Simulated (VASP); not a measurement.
All values below come from MS2 meta-GGA, VASP's PBE PAW potentials (set 64) (plane waves; VASP).

A VASP calculation is set up with these files.

**INCAR**
```
ALGO = Normal
EDIFF = 1E-7
ENCUT = 520
ISIF = 2
ISMEAR = 0
LASPH = T
LCHARG = F
LMIXTAU = T
LREAL = F
LWAVE = F
METAGGA = MS2
NELM = 100
PREC = Accurate
SIGMA = 0.05
SYSTEM = KCl
```

### KPOINTS
```
Automatic mesh
0
Gamma
7 7 7
0 0 0
```

**POSCAR**
```
KCl
1
    0.0000000000     3.2139186800     3.2139186800
    3.2139186800     0.0000000000     3.2139186800
    3.2139186800     3.2139186800     0.0000000000
K Cl
1 1
Direct
  0.0000000000   0.0000000000   0.0000000000
  0.5000000000   0.5000000000   0.5000000000
```

POTCAR, in this order: K_sv Cl (PBE.64 set). Program: vasp_std.

Output

OSZICAR:
```
       N       E                     dE             d eps       ncg     rms          rms(c)
DAV:   1     0.838006390429E+02    0.83801E+02   -0.69119E+03   480   0.112E+03
DAV:   2    -0.188296617689E+02   -0.10263E+03   -0.96216E+02   696   0.267E+02
DAV:   3    -0.243528043856E+02   -0.55231E+01   -0.54655E+01   624   0.586E+01
DAV:   4    -0.246185113804E+02   -0.26571E+00   -0.26195E+00   712   0.107E+01
DAV:   5    -0.246249064274E+02   -0.63950E-02   -0.63895E-02   616   0.180E+00    0.516E+00
DAV:   6    -0.166773195961E+02    0.79476E+01   -0.14834E+01   560   0.295E+01    0.312E+00
DAV:   7    -0.173439362545E+02   -0.66662E+00   -0.14918E+00   520   0.160E+01    0.227E+00
DAV:   8    -0.171353549526E+02    0.20858E+00   -0.88647E-01   676   0.126E+01    0.203E+00
DAV:   9    -0.173974815618E+02   -0.26213E+00   -0.90128E-01   712   0.113E+01    0.183E+00
DAV:  10    -0.175194476496E+02   -0.12197E+00   -0.39813E-01   488   0.929E+00    0.101E+00
DAV:  11    -0.172017588977E+02    0.31769E+00   -0.27336E-01   628   0.643E+00    0.442E-01
DAV:  12    -0.171498643239E+02    0.51895E-01   -0.91794E-02   632   0.392E+00    0.396E-01
DAV:  13    -0.171588820968E+02   -0.90178E-02   -0.63570E-03   616   0.837E-01    0.348E-01
DAV:  14    -0.171884196066E+02   -0.29538E-01   -0.27626E-02   628   0.202E+00    0.628E-01
DAV:  15    -0.172145155862E+02   -0.26096E-01   -0.36757E-02   496   0.227E+00    0.225E-01
DAV:  16    -0.172176367345E+02   -0.31211E-02   -0.41132E-03   828   0.692E-01    0.219E-01
DAV:  17    -0.172166434727E+02    0.99326E-03   -0.77228E-04   584   0.237E-01    0.117E-01
DAV:  18    -0.172169505005E+02   -0.30703E-03   -0.12947E-03   720   0.380E-01    0.216E-02
DAV:  19    -0.172168993471E+02    0.51153E-04   -0.36044E-04   812   0.218E-01    0.339E-02
DAV:  20    -0.172169077741E+02   -0.84270E-05   -0.55670E-05   584   0.980E-02    0.280E-02
DAV:  21    -0.172169580334E+02   -0.50259E-04   -0.74845E-05   544   0.876E-02    0.105E-02
DAV:  22    -0.172169596364E+02   -0.16031E-05   -0.98938E-06   624   0.395E-02    0.394E-03
DAV:  23    -0.172169598647E+02   -0.22828E-06   -0.11985E-06   812   0.132E-02    0.391E-03
DAV:  24    -0.172169606519E+02   -0.78723E-06   -0.65360E-07   584   0.113E-02    0.241E-03
DAV:  25    -0.172169604090E+02    0.24296E-06   -0.38192E-07   556   0.866E-03    0.530E-04
DAV:  26    -0.172169604144E+02   -0.54681E-08   -0.47438E-08   432   0.319E-03
   1 F= -.17216960E+02 E0= -.17216960E+02  d E =-.286759E-15
```

**OUTCAR**
```
------------------------ aborting loop because EDIFF is reached ----------------------------------------
  FORCE on cell =-STRESS in cart. coord.  units (eV):
  Direction    XX          YY          ZZ          XY          YZ          ZX
  --------------------------------------------------------------------------------------
  Total       -0.3901890     -0.3901890     -0.3901890     -0.0000000      0.0000000     -0.0000000
  in kB       -9.4156650     -9.4156650     -9.4156650     -0.0000000      0.0000000     -0.0000000
  external PRESSURE =      -9.4156650 kB  Pullay stress =       0.0000000 kB
  volume of cell :       66.39
      direct lattice vectors                 reciprocal lattice vectors
     0.000000000  3.213918680  3.213918680    -0.155573320  0.155573320  0.155573320
     3.213918680  0.000000000  3.213918680     0.155573320 -0.155573320  0.155573320
     3.213918680  3.213918680  0.000000000     0.155573320  0.155573320 -0.155573320
  FREE ENERGIE OF THE ION-ELECTRON SYSTEM (eV)
  ---------------------------------------------------
  free  energy   TOTEN  =       -17.2169604144 eV

  energy  without entropy=      -17.2169604144  energy(sigma->0) =      -17.21696041
```
(Selected blocks of OUTCAR.)

The compound is KCl in the rock salt structure. This cell is one point of a volume scan, at 1.06 of the reference volume.
